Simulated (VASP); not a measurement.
Write the native input for VASP 6.6.1 that does the following.

* Task: band structure
* Functional: LDA
* Potentials or basis: VASP PAW LDA potentials, release 64 (In_d, Al, Sb)
* Cutoff: 300 eV
* k mesh: 4 × 4 × 3
* Occupations: gaussian, width 0.02 eV
* Spin: no spin polarisation
* Further INCAR settings: ALGO = Fast; EDIFF = 1e-06

Crystal: Al3InSb4.

```
In Al Sb
1.0
     0.00000   -3.11922   -3.11922
     3.07861    6.20580   -3.08658
     6.15827   -3.09782    3.09782
In Al Sb
1 3 4
Cartesian
  3.0725 -0.0138 -3.1054
  3.1196 -3.1017 -0.0175
  6.1630 -0.0050 0.0050
  9.2091 -0.0109 -3.1083
  7.6290 -1.5125 -1.6068
  1.4698 -1.6249 -1.4944
  4.7329 1.5522 -1.5522
  4.6310 -1.5344 1.5344
```

The cell comes from a database or a generator and needn't be the stable form of this composition.

These files were run (other wordings do the same):

POSCAR

```
Al3InSb4                                
1.0
   -0.0000000000     -3.1192213674     -3.1192213674
    3.0786069814      6.2057978167     -3.0865764493
    6.1582678040     -3.0978182813      3.0978182813
  In              Al              Sb            
     1     3     4
Direct
     0.7495107532153756    0.4990215064307513    0.2494580343755486
     0.5021905411540887    0.0043810823081773    0.5043852925407309
     0.2498218159904164    0.4996436319808329    0.7509872867816553
     0.9988984254481851    0.9977968508963703    0.9965943992397813
     0.8135532095467319    0.6271064190934642    0.9253291085953317
     0.5544090979962264    0.1088181959924527    0.1842701270751270
     0.3174387277247265    0.6348774554494530    0.4511521441076751
     0.0641774289242491    0.1283548578484981    0.6878236072841504
```

INCAR.step1

```
SYSTEM = Al3InSb4
PREC = Accurate ; ENCUT = 300
EDIFF = 1E-6 ; ISMEAR = 0
SIGMA = 0.02 ; LREAL = .False.
LASPH = .True. ; NELM = 80
ALGO = Fast ; ISIF = 2
LWAVE = .False. ; LCHARG = .True.
KPAR = 2
```

KPOINTS.step1

```
regular mesh
0
Gamma
  4 4 3
  0 0 0
```

INCAR.step2

```
SYSTEM = Al3InSb4
PREC = Accurate ; ENCUT = 300
EDIFF = 1E-6 ; ISMEAR = 0
SIGMA = 0.05 ; LREAL = .False.
LASPH = .True. ; NELM = 80
ALGO = Fast ; ISIF = 2
LWAVE = .False. ; LCHARG = .False.
ICHARG = 11 ; KPAR = 2
```

KPOINTS.step2

```
path GYFLI,I1ZF1,YX1,XGN,MG
10
line-mode
reciprocal
 0.0000000000  0.0000000000  0.0000000000  G
 0.0000000000 -0.5000000000  1.0000000000  Y

 0.0000000000 -0.5000000000  1.0000000000  Y
 0.0000000000  0.2031250000  1.2812500000  F

 0.0000000000  0.2031250000  1.2812500000  F
 0.0000000000 -0.5000000000  0.5000000000  L

 0.0000000000 -0.5000000000  0.5000000000  L
 0.4687500000 -0.7343750000  0.5000000000  I

 0.5312500000 -0.2656250000 -0.5000000000  I1
 0.0000000000  0.0000000000 -0.5000000000  Z

 0.0000000000  0.0000000000 -0.5000000000  Z
 0.0000000000 -1.2031250000 -0.2812500000  F1

 0.0000000000 -0.5000000000  1.0000000000  Y
 0.3125000000 -0.6562500000  1.0000000000  X1

 0.6875000000 -0.3437500000  0.0000000000  X
 0.0000000000  0.0000000000  0.0000000000  G

 0.0000000000  0.0000000000  0.0000000000  G
 0.5000000000 -0.5000000000  0.5000000000  N

 0.5000000000 -0.5000000000  0.0000000000  M
 0.0000000000  0.0000000000  0.0000000000  G
```

Potentials or basis: VASP PAW LDA potentials, release 64 (In_d, Al, Sb).

Launch:

```bash
$ cat potpaw_LDA.64/In_d/POTCAR potpaw_LDA.64/Al/POTCAR potpaw_LDA.64/Sb/POTCAR > POTCAR
$ cp INCAR.step1 INCAR
$ cp KPOINTS.step1 KPOINTS
$ mpirun -np 2 vasp_std > vasp.out
$ cp INCAR.step2 INCAR
$ cp KPOINTS.step2 KPOINTS
$ mpirun -np 2 vasp_std > vasp.out
```

It gave:

```
Band gap on the k mesh  : 0.91 eV, indirect (least direct gap 1.00 eV)
Band gap along the path : 0.91 eV, indirect (least direct gap 1.00 eV)
```

Caveat: the log is that of the step along the path at fixed density, whose energy, stress, charges and moments have no meaning; spin-orbit coupling is left out, which moves the levels of the heavy elements.

Run time: 2.2 min on 2 MPI ranks on Intel(R) Xeon(R) Platinum 8488C (Sapphire Rapids), on a shared host, peak memory 0.36 GiB a rank.
